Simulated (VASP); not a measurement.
Crystal: Be2CdS3.

```
Be Cd S
1.0
    -1.83000    1.83000    7.77500
     1.83000   -1.83000    7.77500
     1.83000    1.83000   -7.77500
Be Cd S
2 1 3
Direct
  0.67000 0.67000 0.00000
  0.33000 0.33000 0.00000
  0.00000 0.00000 0.00000
  0.59700 0.09700 0.50000
  0.90300 0.40300 0.50000
  0.25000 0.75000 0.50000
```

The cell was built by a generator and needn't be a form met in nature.

* Program: VASP 6.6.1
* Task: relaxation of cell and atoms
* Functional: PBE
* Potentials or basis: VASP PAW PBE potentials, release 64 (Be, Cd, S)
* Cutoff: 520 eV
* k mesh: 5 × 5 × 5
* Occupations: gaussian, width 0.15 eV
* Spin: no spin polarisation

At the start: pressure 4.6 GPa; volume 17.36 Å³/atom.

**Question.** Where does the relaxation end?

**Answer.** Over 7 steps the energy falls by 78.8 meV/atom and the volume is 17.77 Å³/atom (+2.4 %); space group I-4m2 (No. 119, to 0.05 Å).

The path:
```tsv
step	energy change (eV)	largest force (eV/Å)	pressure (GPa)	volume (Å³)
1	0.0000	1.9677	4.61	104.15
2	-0.3107	0.6393	-2.49	111.85
3	-0.3108	0.6385	-2.60	112.06
4	-0.4236	0.4844	-1.29	109.05
5	-0.4617	0.3270	0.24	106.44
6	-0.4621	0.3032	0.46	106.06
7	-0.4727	0.0402	0.16	106.64
```

Final structure:
```
Be Cd S
1.0
    -1.81145    1.81145    8.12493
     1.81145   -1.81145    8.12493
     1.81145    1.81145   -8.12493
Be Cd S
2 1 3
Direct
  0.67761 0.67761 0.00000
  0.32239 0.32239 0.00000
  0.00000 0.00000 0.00000
  0.60808 0.10808 0.50000
  0.89192 0.39192 0.50000
  0.25000 0.75000 0.50000
```

Caveat: the k mesh is coarse (spacing up to 0.49 Å⁻¹), so the values aren't converged.
